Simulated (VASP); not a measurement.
Level of theory: PBEsol GGA, VASP's PBE PAW potentials (set 64) (plane waves; VASP).

VASP input:

INCAR:
```
SYSTEM = Sr(100) slab
PREC = Normal
ENCUT = 400
EDIFF = 1E-6
NELM = 100
ALGO = Normal
LREAL = .FALSE.
LASPH = .TRUE.
ISMEAR = 1
SIGMA = 0.1
GGA = PS
LMAXMIX = 4
LWAVE = .FALSE.
LCHARG = .FALSE.
NELMIN = 4
LDIPOL = .TRUE.
IDIPOL = 3
DIPOL = 0.5 0.5 0.5
LVHAR = .TRUE.
LORBIT = 11
```

### KPOINTS
```
Automatic
0
G
  7 7 1
0 0 0
```

**POSCAR**
```
Sr(100) slab
1
    4.1801291221     0.0000000000     0.0000000000
    0.0000000000     4.1801291221     0.0000000000
    0.0000000000     0.0000000000    26.4077198751
Sr
4
Direct
  0.0000000000   0.5000000000   0.3322049638
  0.5000000000   0.0000000000   0.4436994488
  0.0000000000   0.5000000000   0.5563005512
  0.5000000000   0.0000000000   0.6677950362
```

POTCAR, in this order: Sr_sv (PBE.64 set). Program: vasp_std. Read from the step before: WAVECAR.

Output

OSZICAR:
```
       N       E                     dE             d eps       ncg     rms          rms(c)
DAV:   1    -0.650562167592E+01   -0.65056E+01   -0.22166E-05   528   0.131E-02    0.123E-02
DAV:   2    -0.650562005782E+01    0.16181E-05   -0.13210E-05   496   0.955E-03    0.439E-03
DAV:   3    -0.650561984035E+01    0.21747E-06   -0.15813E-06   368   0.342E-03    0.214E-03
DAV:   4    -0.650561982251E+01    0.17837E-07   -0.10119E-07   264   0.137E-03
   1 F= -.65056198E+01 E0= -.65047881E+01  d E =-.249514E-02
```

**OUTCAR**
```
------------------------ aborting loop because EDIFF is reached ----------------------------------------
  FORCE on cell =-STRESS in cart. coord.  units (eV):
  Direction    XX          YY          ZZ          XY          YZ          ZX
  --------------------------------------------------------------------------------------
  Total       -0.6360680     -0.6360680     -0.0011813      0.0000000     -0.0000000      0.0000000
  in kB       -2.2085328     -2.2085328     -0.0041015      0.0000000     -0.0000000      0.0000000
  external PRESSURE =      -1.4737224 kB  Pullay stress =       0.0000000 kB
  volume of cell :      461.43
      direct lattice vectors                 reciprocal lattice vectors
     4.180129122  0.000000000  0.000000000     0.239227060  0.000000000  0.000000000
     0.000000000  4.180129122  0.000000000     0.000000000  0.239227060  0.000000000
     0.000000000  0.000000000 26.407719875     0.000000000  0.000000000  0.037867715
 POSITION                                       TOTAL-FORCE (eV/Angst)
 -----------------------------------------------------------------------------------
      0.00000      2.09006      8.77278         0.000000      0.000000      0.002900
      2.09006      0.00000     11.71709        -0.000000     -0.000000     -0.018864
      0.00000      2.09006     14.69063         0.000000     -0.000000      0.018864
      2.09006      0.00000     17.63494         0.000000     -0.000000     -0.002900
 -----------------------------------------------------------------------------------
    total drift:                                0.000000      0.000000      0.000000
  FREE ENERGIE OF THE ION-ELECTRON SYSTEM (eV)
  ---------------------------------------------------
  free  energy   TOTEN  =        -6.5056198225 eV

  energy  without entropy=       -6.5031246826  energy(sigma->0) =       -6.50478811

 total charge

# of ion       s       p       d       tot
------------------------------------------
    1        2.077   5.665   0.119   7.861
    2        2.066   5.678   0.150   7.894
    3        2.066   5.678   0.150   7.894
    4        2.077   5.665   0.119   7.861
--------------------------------------------------
tot          8.286  22.686   0.539  31.511
```
(Selected blocks of OUTCAR.)

The cell is a thin slab with vacuum, built from Sr (fcc): (100) face.
